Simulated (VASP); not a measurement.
Data:

```xyz
2
Lattice="0.0000 2.7906 2.7906 2.7906 0.0000 2.7906 2.7906 2.7906 0.0000" Properties=species:S:1:pos:R:3 pbc="T T T"
Ag     0.0000     0.0000     0.0000
Br     2.7906     2.7906     2.7906
```

Computed with LDA (Ceperley-Alder, Perdew-Zunger), VASP's LDA PAW potentials (set 64) (plane waves; VASP 6.6.1). Run with 400 eV cut-off, 15×15×15 Γ-centred mesh, Gaussian smearing of 0.010 eV, potentials Ag Br.

Task: Give the electronic dielectric tensor ε∞ (DFPT, local fields included).

Result: 
```
6.84  0.00  0.00
0.00  6.84  0.00
0.00  0.00  6.84
```

Task: Give the Born effective charges.

Result: 
```json
[
 {"atom": "Ag1", "Z*xx": "1.50", "Z*yy": "1.50", "Z*zz": "1.50", "mean": "1.50"},
 {"atom": "Br2", "Z*xx": "-1.50", "Z*yy": "-1.50", "Z*zz": "-1.50", "mean": "-1.50"}
]
```

Task: And the static tensor with the ions free?

Result: 
```
12.5  0.00  0.00
0.00  12.5  0.00
0.00  0.00  12.5
```

Task: Which frequencies do the optical Γ-point modes have (no LO-TO splitting)?

Result: 98 (×3) cm⁻¹.

The compound is AgBr in the rock salt structure. It was relaxed first, which changed the volume by -9 %.
